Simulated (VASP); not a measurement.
## VASP 6.6.1, r²SCAN single-point calculation, Mg2C (strained antifluorite)

INCAR

```
NBANDS = 11
ALGO = Normal
NSW = 0
NELM = 120
LREAL = .FALSE.
LASPH = .TRUE.
LCHARG = .FALSE.
SIGMA = 0.01
ENCUT = 520
PREC = Accurate
ISIF = 2
EDIFF = 1E-7
METAGGA = R2SCAN
LWAVE = .FALSE.
IBRION = -1
ISMEAR = 0
```

KPOINTS

```
KPOINTS created by Atomic Simulation Environment
0
Gamma
8 8 8
0 0 0
```

KPOINTS_OPT

```
special points
7
Reciprocal
0.0000000000 0.0000000000 0.0000000000 1
0.5000000000 0.0000000000 0.5000000000 1
0.6250000000 0.2500000000 0.6250000000 1
0.3750000000 0.3750000000 0.7500000000 1
0.5000000000 0.5000000000 0.5000000000 1
0.5000000000 0.2500000000 0.7500000000 1
0.0375000000 0.0375000000 0.0750000000 1
```

POSCAR

```
C  Mg
 1.0000000000000000
     0.0000000000000000    2.7109426081999999    2.8193803124999999
     2.7109426081999999    0.0000000000000000    2.8193803124999999
     2.7109426081999999    2.7109426081999999    0.0000000000000000
 C   Mg
   1   2
Cartesian
  0.0000000000000000  0.0000000000000000  0.0000000000000000
  1.3554713040999999  1.3554713040999999  1.4096901562499999
  4.0664139123000007  4.0664139123000007  4.2290704687500007
```

VASP ran with the recommended PBE PAW datasets (8 valence electrons in the cell).

OSZICAR

```
N       E                     dE             d eps       ncg     rms          rms(c)
DAV:   1     0.788515708338E+00    0.78852E+00   -0.32781E+03  1298   0.621E+02
DAV:   2    -0.194109578305E+02   -0.20199E+02   -0.19133E+02  1688   0.848E+01
DAV:   3    -0.208876305681E+02   -0.14767E+01   -0.14717E+01  1572   0.213E+01
DAV:   4    -0.208992140667E+02   -0.11583E-01   -0.11582E-01  1499   0.235E+00
DAV:   5    -0.208992870478E+02   -0.72981E-04   -0.72980E-04  1541   0.189E-01    0.667E+00
DAV:   6    -0.176467474537E+02    0.32525E+01   -0.12322E+01  1526   0.133E+01    0.225E+00
DAV:   7    -0.177316246598E+02   -0.84877E-01   -0.22245E-01  1445   0.299E+00    0.153E+00
DAV:   8    -0.177479382175E+02   -0.16314E-01   -0.52449E-02  1328   0.180E+00    0.486E-01
DAV:   9    -0.177469120239E+02    0.10262E-02   -0.15965E-03  1573   0.299E-01    0.105E-01
DAV:  10    -0.177472294485E+02   -0.31742E-03   -0.10766E-03  1358   0.243E-01    0.776E-02
DAV:  11    -0.177471483986E+02    0.81050E-04   -0.38737E-04  1505   0.768E-02    0.631E-03
DAV:  12    -0.177471498415E+02   -0.14429E-05   -0.16581E-05  1412   0.273E-02    0.420E-03
DAV:  13    -0.177471493053E+02    0.53617E-06   -0.33131E-06  1487   0.888E-03    0.577E-04
DAV:  14    -0.177471492564E+02    0.48914E-07   -0.15207E-07  1400   0.314E-03
   1 F= -.17747149E+02 E0= -.17747149E+02  d E =-.161315E-11
       N       E                     dE             ncg
DAV:   1     0.100809843261E+04   -0.14830E+04      154
DAV:   2     0.872672769700E+03   -0.13543E+03      207
DAV:   3     0.865133633910E+03   -0.75391E+01      187
DAV:   4     0.865079359997E+03   -0.54274E-01      192
DAV:   5     0.865078941409E+03   -0.41859E-03      187
DAV:   6     0.865078936218E+03   -0.51918E-05      189
DAV:   7     0.865078936141E+03   -0.76845E-07      181
```

From OUTCAR

```
k-points           NKPTS =     59   k-points in BZ     NKDIM =     59   number of bands    NBANDS=     11

   NELECT =       8.0000    total number of electrons

   dimension x,y,z NGX =    30 NGY =   30 NGZ =   30
   dimension x,y,z NGXF=    60 NGYF=   60 NGZF=   60

  energy-cutoff  :      520.00
  volume of cell :       41.44
      direct lattice vectors                 reciprocal lattice vectors
     0.000000000  2.710942608  2.819380312    -0.184437693  0.184437693  0.177343935
     2.710942608  0.000000000  2.819380312     0.184437693 -0.184437693  0.177343935
     2.710942608  2.710942608  0.000000000     0.184437693  0.184437693 -0.177343935

 k-points in reciprocal lattice and weights: KPOINTS created by Atomic Simulation Env
   0.00000000  0.00000000  0.00000000       0.002
   0.12500000 -0.00000000  0.00000000       0.016
   0.25000000 -0.00000000  0.00000000       0.016
   0.37500000 -0.00000000  0.00000000       0.016
   0.50000000 -0.00000000  0.00000000       0.008
   0.12500000  0.12500000  0.00000000       0.004
   0.25000000  0.12500000  0.00000000       0.016
   0.37500000  0.12500000  0.00000000       0.016
   ...

 E-fermi :   3.5366

 k-point     1 :       0.0000    0.0000    0.0000
  band No.  band energies     occupation
      1      -7.7097      2.00000
      2       3.3156      2.00000
      3       3.4961      2.00000
      4       3.4961      2.00000
      5       5.1152      0.00000
      6      10.2810      0.00000
      7      10.2810      0.00000
      8      10.6066      0.00000
      9      13.0881      0.00000
     10      13.8360      0.00000
     11      13.8908      0.00000

 k-point     2 :       0.1250   -0.0000    0.0000
  band No.  band energies     occupation
      1      -7.5502      2.00000
      2       2.2809      2.00000
      3       3.2897      2.00000
      4       3.4341      2.00000
      5       6.0250      0.00000
      6      10.1746      0.00000
      7      10.4933      0.00000
      8      10.7217      0.00000
      9      12.1542      0.00000
     10      12.7613      0.00000
     11      14.3666      0.00000

 k-point     3 :       0.2500   -0.0000    0.0000
  band No.  band energies     occupation
      1      -7.1121      2.00000
      2       0.6352      2.00000
      3       3.0919      2.00000
      4       3.2996      2.00000
      5       6.8553      0.00000
      6       9.8545      0.00000
      7      10.4000      0.00000
      8      10.4098      0.00000
      9      12.6583      0.00000
     10      12.6687      0.00000
     11      14.1614      0.00000

 k-point     4 :       0.3750   -0.0000    0.0000
  band No.  band energies     occupation
      1      -6.5565      2.00000
      2      -0.7207      2.00000
      3       2.9203      2.00000
      4       3.1831      2.00000
      5       7.0776      0.00000
      6       9.4272      0.00000
      7       9.8443      0.00000
      8      10.0636      0.00000
      9      14.0441      0.00000
     10      14.1963      0.00000
     11      14.9071      0.00000

 k-point     5 :       0.5000   -0.0000    0.0000
  band No.  band energies     occupation
      1      -6.2662      2.00000
      2      -1.2877      2.00000
      3       2.8549      2.00000
      4       3.1392      2.00000
      5       7.0864      0.00000
      6       9.2656      0.00000
      7       9.6072      0.00000
      8       9.9045      0.00000
      9      15.1773      0.00000
     10      15.3245      0.00000
     11      15.9405      0.00000

 k-point     6 :       0.1250    0.1250    0.0000
  band No.  band energies     occupation
      1      -7.5073      2.00000
      2       2.2239      2.00000
      3       3.2183      2.00000
      4       3.2183      2.00000
      5       6.2854      0.00000
      6      10.1595      0.00000
      7      10.5410      0.00000
      8      10.7827      0.00000
      9      10.7827      0.00000
     10      14.1309      0.00000
     11      15.5892      0.00000

 k-point     7 :       0.2500    0.1250    0.0000
  band No.  band energies     occupation
      1      -7.1700      2.00000
      2       1.0684      2.00000
      3       2.9485      2.00000
      4       2.9931      2.00000
      5       7.0255      0.00000
      6       9.3645      0.00000
      7      10.0567      0.00000
      8      11.0749      0.00000
      9      11.6874      0.00000
     10      13.9033      0.00000
     11      15.2721      0.00000

 k-point     8 :       0.3750    0.1250    0.0000
  band No.  band energies     occupation
      1      -6.6467      2.00000
      2      -0.2338      2.00000
      3       2.5513      2.00000
      4       2.8829      2.00000
      5       7.4521      0.00000
      6       8.6158      0.00000
      7      10.5365      0.00000
      8      10.6512      0.00000
      9      12.8438      0.00000
     10      14.7685      0.00000
     11      15.3107      0.00000

 k-point     9 :       0.5000    0.1250    0.0000
  band No.  band energies     occupation
      1      -6.2265      2.00000
      2      -1.0501      2.00000
      3       2.2014      2.00000
      4       2.9333      2.00000
      5       7.7610      0.00000
      6       8.2272      0.00000
      7      10.1502      0.00000
      8      10.8255      0.00000
      9      14.2745      0.00000
     10      15.3818      0.00000
     11      15.8650      0.00000

 k-point    10 :      -0.3750    0.1250    0.0000
  band No.  band energies     occupation
      1      -6.3068      2.00000
      2      -0.8872      2.00000
      3       2.0575      2.00000
      4       3.1182      2.00000
      5       7.8593      0.00000
      6       8.5041      0.00000
      7      10.0165      0.00000
      8      10.6184      0.00000
      9      13.6907      0.00000
     10      14.9774      0.00000
     11      15.9863      0.00000

 k-point    11 :      -0.2500    0.1250    0.0000
  band No.  band energies     occupation
      1      -6.7975      2.00000
      2       0.1414      2.00000
      3       2.1938      2.00000
      4       3.3487      2.00000
      5       7.5935      0.00000
      6       9.4263      0.00000
      7      10.1299      0.00000
      8      10.3735      0.00000
      9      11.9899      0.00000
     10      14.5179      0.00000
     11      15.2522      0.00000

 k-point    12 :      -0.1250    0.1250    0.0000
  band No.  band energies     occupation
      1      -7.2882      2.00000
      2       1.4252      2.00000
      3       2.6554      2.00000
      4       3.4897      2.00000
      5       6.8494      0.00000
      6       9.9119      0.00000
      7      10.5015      0.00000
      8      10.7932      0.00000
      9      11.3801      0.00000
     10      13.4705      0.00000
     11      14.9670      0.00000

 k-point    13 :       0.2500    0.2500    0.0000
  band No.  band energies     occupation
      1      -6.9517      2.00000
      2       0.8010      2.00000
      3       2.6623      2.00000
      4       2.6623      2.00000
      5       6.5408      0.00000
      6       9.2914      0.00000
      7       9.8354      0.00000
      8      11.8889      0.00000
      9      11.8889      0.00000
     10      15.0009      0.00000
     11      17.1081      0.00000

 k-point    14 :       0.3750    0.2500    0.0000
  band No.  band energies     occupation
      1      -6.5290      2.00000
      2       0.0385      2.00000
      3       2.1117      2.00000
      4       2.4805      2.00000
      5       6.2706      0.00000
      6       9.3185      0.00000
      7      10.1882      0.00000
      8      11.9897      0.00000
      9      12.6795      0.00000
     10      15.6162      0.00000
     11      17.1607      0.00000

 k-point    15 :       0.5000    0.2500    0.0000
  band No.  band energies     occupation
      1      -6.1090      2.00000
      2      -0.5441      2.00000
      3       1.2740      2.00000
      4       2.5150      2.00000
      5       6.5461      0.00000
      6       9.5948      0.00000
      7      10.7709      0.00000
      8      11.4841      0.00000
      9      13.0450      0.00000
     10      15.6588      0.00000
     11      17.6866      0.00000

 k-point    16 :      -0.3750    0.2500    0.0000
  band No.  band energies     occupation
      1      -6.0197      2.00000
      2      -0.5710      2.00000
      3       0.7716      2.00000
      4       2.7529      2.00000
      5       7.1717      0.00000
      6       9.3824      0.00000
      7      11.0230      0.00000
      8      11.1305      0.00000
      9      13.6996      0.00000
     10      13.8754      0.00000
     11      17.4942      0.00000

 ...

  Total       -0.0253118     -0.0253118     -2.9752608      0.0000000     -0.0000000      0.0000000
  in kB       -0.9786074     -0.9786074   -115.0300520      0.0000000     -0.0000000      0.0000000
  external PRESSURE =     -38.9957556 kB  Pullay stress =       0.0000000 kB

 POSITION                                       TOTAL-FORCE (eV/Angst)
 -----------------------------------------------------------------------------------
      0.00000      0.00000      0.00000         0.000000     -0.000000      0.000000
      1.35547      1.35547      1.40969        -0.000000     -0.000000      0.000000
      4.06641      4.06641      4.22907         0.000000      0.000000     -0.000000
 -----------------------------------------------------------------------------------
    total drift:                                0.000000     -0.000000     -0.000000

  FREE ENERGIE OF THE ION-ELECTRON SYSTEM (eV)
  ---------------------------------------------------
  free  energy   TOTEN  =       -17.7471492564 eV

  energy  without entropy=      -17.7471492564  energy(sigma->0) =      -17.74714926
```

```
gap between bands v and c : 0.99 eV
least direct gap          : 1.62 eV
pressure                  : -3.9 GPa
```

Band v is the last that the valence electrons fill when counted band by band, and c is the next.
